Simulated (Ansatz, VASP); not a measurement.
# Cross-check of SrLi2SnS4 between VASP and Ansatz, part 2 of 2

Aim: how closely do two programs agree when they are given the same cell, functional and k mesh?

VASP 6.6.1 and Ansatz 0.2.0.

So far: Starting point; VASP: G0W0 gap, PBE.

### Step 3. Ansatz: G0W0 gap, PBE

Level of this step: Ansatz beside VASP: Kohn-Sham DFT, plane waves, PBE, G0W0 (Ansatz).

Ansatz runs on its default PAW (the set named soft_2) files.

The same cell, functional and mesh now go to Ansatz, which takes its cutoff from its data sets.

input.yaml

```yaml
crystal:
  lattice:
    - [-3.3295, 3.3295, 3.959]
    - [3.3295, -3.3295, 3.959]
    - [3.3295, 3.3295, -3.959]
  atoms:
    - { symbol: Sn, position: [0.0, 0.0, 0.0] }
    - { symbol: Sr, position: [0.5, 0.5, 0.0] }
    - { symbol: S, position: [0.035019282, 0.035019282, 0.418605015] }
    - { symbol: S, position: [0.964980718, 0.3835857329, 0.0] }
    - { symbol: S, position: [0.6164142671, 0.6164142671, 0.581394985] }
    - { symbol: S, position: [0.3835857329, 0.964980718, 0.0] }
    - { symbol: Li, position: [0.25, 0.75, 0.5] }
    - { symbol: Li, position: [0.75, 0.25, 0.5] }
hamiltonian:
  xc: pbe
  pseudopotentials: { kind: paw }
kpoints:
  mp_grid: { grid: [4, 4, 4] }
scf:
  occupations: { method: fixed }
gw:
  n_empty_bands: 375
  ecut_chi: 100.0
  qp_bands: [v2, c2]
  qp_kpoints: band_edges
  screening: { model: contour_deformation }
```

Run with:

```console
> ansatz run input.yaml --threads 4 --pin off --max-ram 9216MiB --backend cpu --events-out ev --progress --plain --runs-dir out
```

Numbers of over 12 decimals in the logs are rounded to 6 here.

The program printed:

```text
Engine: ansatz 0.2.0, aarch64-unknown-linux-gnu
Pseudopotentials: kind: paw
Pseudopotential: Sn, paw, valence charge 14, recommended cutoff 420 eV (normal), Sn.paw.azcp
Pseudopotential: Sr, paw, valence charge 10, recommended cutoff 420 eV (normal), Sr.paw.azcp
Pseudopotential: S, paw, valence charge 6, recommended cutoff 420 eV (normal), S.paw.azcp
Pseudopotential: Li, paw, valence charge 3, recommended cutoff 420 eV (normal), Li.paw.azcp
Functional definition: PBE
  parameter kappa = 0.804
  parameter beta = 0.066725
  exchange = pbe_x(kappa = kappa, mu = beta*pi^2/3)
  correlation = pbe_c(beta = beta)
Crystal: 8 atoms, lattice volume = 175.551 Å³
Basis set: ecut = 420 eV, 3445 PW (Γ)
Bands: 35, of which v1, the nominal top of the filled ones, is band 27 counted from 1 (26 counted from 0)
Symmetry: 8 space group operations
Space group: I-42m (ITA 121), of the structure as read, at distance tolerance 5.6e-5 Å
k-points: 13 of 64 (time reversal used)
Non-local potential: Sn, projectors of the file, l = 0: 2, l = 1: 2, l = 2: 2, l = 3: 2
Non-local potential: Sr, projectors of the file, l = 0: 3, l = 1: 2, l = 2: 2
Non-local potential: S, projectors of the file, l = 0: 2, l = 1: 2, l = 2: 2
Non-local potential: Li, projectors of the file, l = 0: 3, l = 1: 2, l = 2: 1
PAW form: soft (Blöchl's): semilocal exchange-correlation on the pseudo side does not see the compensation charge
PAW one-centre angular grid: Sn, 590 points (default); XC on 64 Gauss nodes
PAW one-centre angular grid: Sr, 110 points (default); XC on 64 Gauss nodes
PAW one-centre angular grid: S, 110 points (default); XC on 64 Gauss nodes
PAW one-centre angular grid: Li, 110 points (default); XC on 64 Gauss nodes
Initial density: superposition of atomic densities (neutral atoms: chi_scale 0, normalization atom), corrected by the library's trained network
Initial wavefunctions: pseudopotential atomic-orbital guess
Functional: x = pbe(κ = 0.804, μ = 0.219515), c = pbe(β = 0.066725)
SCF iter   1: F=—  HF=-13595.962347 eV  |F-HF|=—  |Δ(HF+E_count)|=         —  Δρ=7.88e-4  dr2=8.93e-4  ethr=1.77e-3  ⟨swp⟩=5.8  Hψ=1865  notcnv=0  defer=69
preconditioner: auto → Resta (q_TF=auto, 2.242 Å⁻¹)  ε∞=3.4  [insulator: Δε(μ)=2.465 eV  Ē_g=11.162 eV  n_scr=26 (ndim 8)  ℏωp=17.3 eV  f_vac=0.017  ε∞_Penn≈3.4]
SCF iter   2: F=—  HF=-13595.964939 eV  |F-HF|=—  |Δ(HF+E_count)|=   2.59e-3  Δρ=4.26e-4  dr2=2.37e-4  ethr=1.65e-6  ⟨swp⟩=3.8  Hψ=1261  notcnv=0  defer=77
SCF iter   3: F=—  HF=-13595.965238 eV  |F-HF|=—  |Δ(HF+E_count)|=   2.99e-4  Δρ=2.39e-4  dr2=7.05e-5  ethr=4.39e-7  ⟨swp⟩=2.0  Hψ=757  notcnv=0  defer=78
SCF iter   4: F=—  HF=-13595.965441 eV  |F-HF|=—  |Δ(HF+E_count)|=   2.03e-4  Δρ=3.90e-5  dr2=3.00e-6  ethr=1.31e-7  ⟨swp⟩=2.5  Hψ=724  notcnv=0  defer=77
SCF iter   5: F=—  HF=-13595.965444 eV  |F-HF|=—  |Δ(HF+E_count)|=   2.36e-6  Δρ=1.38e-5  dr2=5.38e-7  ethr=5.56e-9  ⟨swp⟩=2.4  Hψ=734  notcnv=0  defer=77
SCF iter   6: F=-13595.965444 eV  HF=-13595.965444 eV  |F-HF|=2.27e-8  |Δ(HF+E_count)|=   2.59e-7  Δρ=5.42e-6  dr2=8.53e-8  ethr=1.85e-10  ⟨swp⟩=13.2  Hψ=2471  notcnv=0
SCF 1 converged in 6 iterations: F = -13595.965444 eV  dr2 = 8.53e-8
  greatest PAW one-centre occupation: 1.000 electrons in one spin orbital (limit 2), on the Li atom at site 7 (counted from 0), in its partial waves of l = 0
NSCF: frozen V_eff on 13 k-points
G₀W₀ screening: q 1/13
G₀W₀ screening: q 2/13 (q-point 5)
G₀W₀ screening: q 3/13 (q-point 4)
G₀W₀ screening: q 4/13 (q-point 7)
G₀W₀ screening: q 5/13 (q-point 10)
G₀W₀ screening: q 6/13 (q-point 2)
G₀W₀ screening: q 7/13 (q-point 6)
G₀W₀ screening: q 8/13 (q-point 11)
G₀W₀ screening: q 9/13 (q-point 12)
G₀W₀ screening: q 10/13 (q-point 3)
G₀W₀ screening: q 11/13 (q-point 8)
G₀W₀ screening: q 12/13 (q-point 9)
G₀W₀ screening: q 13/13
G₀W₀ self-energy: k 1/13
G₀W₀ self-energy: k 2/13
G₀W₀ self-energy: k 3/13
G₀W₀ self-energy: k 4/13
G₀W₀ self-energy: k 5/13
G₀W₀ self-energy: k 6/13
G₀W₀ self-energy: k 7/13
G₀W₀ self-energy: k 8/13
G₀W₀ self-energy: k 9/13
G₀W₀ self-energy: k 10/13
G₀W₀ self-energy: k 11/13
G₀W₀ self-energy: k 12/13
G₀W₀ self-energy: k 13/13
NSCF: frozen V_eff on 1 k-points
NSCF: frozen V_eff on 1 k-points
SCF converged after 6 iterations
Free energy (F): -13595.965444 eV
Harris-Foulkes:  -13595.965444 eV  (|F-HF|=2.27e-8)
Internal energy: -13595.965444 eV  (E = F + TS)
E sigma→0 (E₀):  -13595.965444 eV
Fermi energy:    5.081995 eV
--- Per-component energies (eV) ---
  E_band       = -421.167757
  E_kinetic    = 906.016934
  E_local      = -2723.497388  (includes V_loc(G=0)·N_el)
  E_nonlocal   = 218.622701
  E_hartree    = 1132.382304
  E_xc         = -967.159974
  E_vxc        = -637.646442  (∫ρ·V_xc dr)
  E_paw        = -9279.655234  (= ΣΔE_a)
  E_vpaw       = -449.422447  (= ΣTr[D̂ρ^β])
  E_aug_tail   = 0.000043  (compensation charges beyond the density's cutoff)
  E_ewald      = -2882.674829
  E_smearing   = -0.000000  (= −TS)
  E_closure    = 0.000000  (closes the sum)
  Σ components = -13595.965444   (vs F -13595.965444, Δ=0.00e0)
--- Band table (eV; the first three rows and the last of 13) ---
  k-point 0: bands = [... 23 lower, 4.1517, 4.5563, 4.6902, 4.6902, 7.5628, 8.9694, 9.6268, 10.1300, ... 4 higher]
  k-point 1: bands = [... 23 lower, 4.2484, 4.2855, 4.4469, 4.5128, 7.8185, 8.9499, 9.2760, 9.8534, ... 4 higher]
  k-point 2: bands = [... 23 lower, 3.7395, 3.9863, 3.9977, 4.5181, 7.9527, 9.2463, 9.6961, 9.7760, ... 4 higher]
  k-point 12: bands = [... 23 lower, 3.3071, 4.5748, 4.5748, 5.0820, 7.5509, 9.1032, 9.1032, 9.4285, ... 4 higher]
--- G₀W₀: contour deformation, 6 samples at zero and on the imaginary axis and 2 off it, 64 q-points, 375 empty bands' worth ---
  eigenvalues of the whole cell's RPA ε∞ on this k-mesh (on a slab, of 1 + 4πα/V) = 4.7099, 4.8906, 4.8906; static W/v taken at q = 0 is 0.207054
  bands read: the sum over 402 bands ends inside a degenerate multiplet in 1 slot, whose members it reads at an even weight; the widest, k=0: bands 402 to 403 (counted from 1) at 1/2 each
  gw.qp_kpoints: band_edges: 13 of 13 stored k-points solved, in 1 pass; an edge of the gap read off the rows below is read off those points alone
    ik  band        ε_KS         Σx   Σc(E_QP)       V_xc       Z   E_QP_lin       E_QP  E_QP is
     0    26      4.6902   -18.0918     2.1356   -15.2126  0.7568     3.9378     3.9466  root
     0    27      4.6902   -18.0918     2.1356   -15.2126  0.7568     3.9378     3.9466  root
     0    28      7.5628    -9.9967    -3.5800   -14.1708  0.7859     8.1607     8.1568  root
     0    29      8.9694    -5.7291    -3.7123    -9.8747  0.7996     9.4053     9.4028  root
     1    26      4.4469   -17.8677     2.2262   -14.8705  0.7539     3.6660     3.6761  root
     1    27      4.5128   -17.3339     2.2012   -14.3306  0.7559     3.6997     3.7108  root
     1    28      7.8185   -10.6725    -3.5872   -14.9502  0.7785     8.5147     8.5090  root
     1    29      8.9499    -5.0543    -3.7140    -9.1515  0.8038     9.3351     9.3332  root
     2    26      3.9977   -17.3134     2.4699   -14.0123  0.7468     3.1526     3.1666  root
     2    27      4.5181   -17.9341     2.3215   -14.8072  0.7525     3.7013     3.7127  root
     2    28      7.9527   -10.7686    -3.6125   -15.0815  0.7782     8.6590     8.6530  root
     2    29      9.2463    -6.9457    -3.7995   -11.2166  0.7941     9.7209     9.7177  root
     3    26      4.5773   -17.9462     2.2094   -14.9667  0.7553     3.7973     3.8072  root
     3    27      4.6152   -17.7985     2.1529   -14.8866  0.7560     3.8469     3.8563  root
     3    28      7.7801   -10.3535    -3.5759   -14.5913  0.7813     8.4471     8.4420  root
     3    29      9.1110    -5.7828    -3.8110   -10.0465  0.7978     9.5667     9.5638  root
     4    26      4.3050   -17.7218     2.2739   -14.6576  0.7524     3.5034     3.5146  root
     4    27      4.4951   -17.7675     2.3174   -14.6457  0.7527     3.6794     3.6908  root
     4    28      7.8218   -10.3428    -3.6111   -14.6328  0.7820     8.5063     8.5008  root
     4    29      9.0094    -6.1721    -3.8589   -10.4992  0.8002     9.4806     9.4776  root
     5    26      4.3947   -17.5459     2.2360   -14.5186  0.7540     3.5927     3.6035  root
     5    27      4.5592   -17.7226     2.3110   -14.6068  0.7530     3.7430     3.7544  root
     5    28      7.8563   -10.6379    -3.5883   -14.9165  0.7805     8.5522     8.5466  root
     5    29      8.8343    -6.4359    -3.7796   -10.6888  0.7999     9.3104     9.3075  root
[...]
11    26      4.4682   -17.7436     2.3722   -14.5600  0.7512     3.6450     3.6569  root
    11    27      4.5477   -17.6686     2.3704   -14.4799  0.7520     3.7173     3.7294  root
    11    28      7.8692   -10.2040    -3.6267   -14.5113  0.7835     8.5553     8.5498  root
    11    29      9.3106    -7.5060    -3.8130   -11.8158  0.7914     9.8108     9.8073  root
    12    26      4.5748   -17.7323     2.3434   -14.5895  0.7521     3.7642     3.7755  root
    12    27      5.0820   -18.0952     2.2547   -15.0572  0.7564     4.2890     4.2988  root
    12    28      7.5509    -9.0030    -3.6666   -13.3131  0.7943     8.1990     8.1944  root
    12    29      9.1032    -7.2094    -3.7869   -11.4615  0.7958     9.5713     9.5684  root
```

It took 12 min on 4 threads of Arm Neoverse N1, shared host; peak memory 2.6 GiB.

### Step 4. Comparison

Known differences besides the PAW data sets themselves: the two programs' PAW sets differ in cores and partial waves, which matters most in GW; the data sets hold 54 valence electrons in Ansatz (default PAW (the set named soft_2) files) and 50 in VASP; the cutoff is 420 eV in Ansatz and 300 eV in VASP; VASP leaves aspherical gradient terms in its spheres out (LASPH is not set), Ansatz keeps them; Ansatz integrates over frequency by contour deformation, VASP on a grid of NOMEGA points. Total energies have different zeros and are not compared.

The two programs side by side:

```
                 quantity  Ansatz  VASP  difference
G0W0 gap on the mesh (eV)    3.87  3.89       -0.02
    PBE gap under it (eV)    2.47  2.46       +0.01
```

### Step 5. Summary of results

- difference in G0W0 gap on the mesh (G0W0 gap, PBE): -0.017 eV

What this shows: The difference in G0W0 gap on the mesh is -0.017 eV (G0W0 gap, PBE), within the 0.15 eV picked in this series as the mark of a large difference. How closely two codes agree says nothing of how well the functional describes the real material.

[Lines on the potential files, build, host, timing and source positions are cut from VASP's logs without a mark.]

[Logs are printed without paths, hosts, clocks, repeated set-up lines and the standing remarks that a program may print on its own settings, such as how far it seeks lower states.]

[Hosts, paths, dates, database ids (printed as entryN), source tags and the programs' standing remarks are cut or masked in the printed files.]
